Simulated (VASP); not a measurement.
A convergence study with VASP on Co (hcp): one setting is varied, all else stays as given below, so the limit is that of these other settings. ε∞ is the independent-particle value.

```yaml
crystal:
  lattice:
    - [1.25500, -2.17372, 0.00000]
    - [1.25500, 2.17372, 0.00000]
    - [0.00000, 0.00000, 4.07000]
  atoms:
    - { symbol: Co, position: [0.33333, 0.66667, 0.25000], spin: 1.8 }
    - { symbol: Co, position: [0.66667, 0.33333, 0.75000], spin: 1.8 }
```

The numbers are results of LDA (Ceperley-Alder, Perdew-Zunger), VASP's LDA PAW potentials (set 64) (plane waves; VASP 6.6.1), not measurements. The tightest run used: 550 eV cut-off, 14×14×7 Γ-centred mesh, first-order Methfessel-Paxton smearing of 0.10 eV, potentials Co.

Q: The settings run are NBANDS = 10; NBANDS = 11; NBANDS = 13; NBANDS = 17; NBANDS = 25; NBANDS = 41; NBANDS = 73; NBANDS = 137. From which on does the moment stay within 0.02 μB of the tightest run?

A: From NBANDS = 13 on: it is off by 0.000 there and by no more than 0.02 in any finer run, while NBANDS = 11 is off by 0.133.
```json
[
 {"setting": "NBANDS = 10", "moment (μB)": "2.001", "bands": "10", "difference judged (μB)": "1.065"},
 {"setting": "NBANDS = 11", "moment (μB)": "2.933", "bands": "11", "difference judged (μB)": "0.133"},
 {"setting": "NBANDS = 13", "moment (μB)": "3.066", "bands": "13", "difference judged (μB)": "0.000"},
 {"setting": "NBANDS = 17", "moment (μB)": "3.066", "bands": "17", "difference judged (μB)": "0.000"},
 {"setting": "NBANDS = 25", "moment (μB)": "3.066", "bands": "25", "difference judged (μB)": "0.000"},
 {"setting": "NBANDS = 41", "moment (μB)": "3.066", "bands": "41", "difference judged (μB)": "0.000"},
 {"setting": "NBANDS = 73", "moment (μB)": "3.066", "bands": "73", "difference judged (μB)": "0.000"},
 {"setting": "NBANDS = 137", "moment (μB)": "3.066", "bands": "137", "difference judged (μB)": "0.000"}
]
```

VASP warned of too few bands at NBANDS = 10; NBANDS = 11.

Left out are rungs that failed or repeat a setting and relaxations that didn't move; long series are thinned to 24 rows.

The compound is Co in the hcp structure. The cell was not relaxed at this level. The spin order is the one that the start imposed; others were not tried in this run. VASP warned that the highest band is occupied, so more bands are needed.
